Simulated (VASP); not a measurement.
Take Tl (hcp), against free atoms with fixed spin and no zero-point term, in VASP with PAW potentials, and its cohesive energy.

### Question
One run gives 2.01 eV/atom. Which level is it?
A) SCAN
B) PBE
C) LDA
D) PBEsol

### Answer
B, PBE.  The others give 2.81 (LDA), 2.18 (SCAN), 2.38 (PBEsol).

Only levels that ran to the end are used. Left out are those held back, those with too coarse a band path, GW runs whose mesh misses a band edge, hybrids' fits of cells that aren't cubic and levels without matching references; a question may draw on a part of the rest.

The compound is Tl in the hcp structure.
